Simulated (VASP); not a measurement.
Input:

```
CELL_PARAMETERS angstrom
      1.39061    -2.40861     0.00000
      1.39061     2.40861     0.00000
      0.00000     0.00000     4.48535
ATOMIC_POSITIONS crystal
  Re 0.33333 0.66667 0.25000
  Re 0.66667 0.33333 0.75000
```

Calculation: optB88-vdW, VASP's PBE PAW potentials (set 64) (plane waves; VASP 6.6.1). Numerical set-up: 520 eV cut-off, Gaussian smearing of 0.050 eV, potentials Re.

Task: Give the energies of bands 1 to 10 at the high-symmetry points, in eV from the Fermi level.

Result: 
```json
[
 {"band": "1", "Γ": "-9.61", "M": "-5.75", "K": "-4.99", "A": "-7.30", "L": "-6.05", "H": "-4.38"},
 {"band": "2", "Γ": "-6.41", "M": "-5.65", "K": "-3.90", "A": "-7.30", "L": "-6.05", "H": "-4.38"},
 {"band": "3", "Γ": "-1.52", "M": "-5.02", "K": "-3.90", "A": "-2.27", "L": "-3.93", "H": "-3.54"},
 {"band": "4", "Γ": "-1.52", "M": "-1.88", "K": "-3.20", "A": "-2.27", "L": "-3.93", "H": "-3.54"},
 {"band": "5", "Γ": "-1.52", "M": "-1.60", "K": "-2.03", "A": "-1.66", "L": "0.38", "H": "-2.04"},
 {"band": "6", "Γ": "-0.72", "M": "-1.29", "K": "-2.03", "A": "-1.66", "L": "0.38", "H": "-2.04"},
 {"band": "7", "Γ": "-0.72", "M": "-0.57", "K": "-0.02", "A": "-1.66", "L": "1.01", "H": "0.08"},
 {"band": "8", "Γ": "0.16", "M": "3.79", "K": "2.93", "A": "-1.66", "L": "1.01", "H": "0.08"},
 {"band": "9", "Γ": "0.16", "M": "4.20", "K": "2.93", "A": "2.44", "L": "4.09", "H": "3.24"},
 {"band": "10", "Γ": "0.78", "M": "4.31", "K": "3.38", "A": "2.44", "L": "4.11", "H": "3.24"}
]
```

It has no gap at this level: it comes out as a metal or semimetal.

The compound is Re in the hcp structure. It was relaxed first.
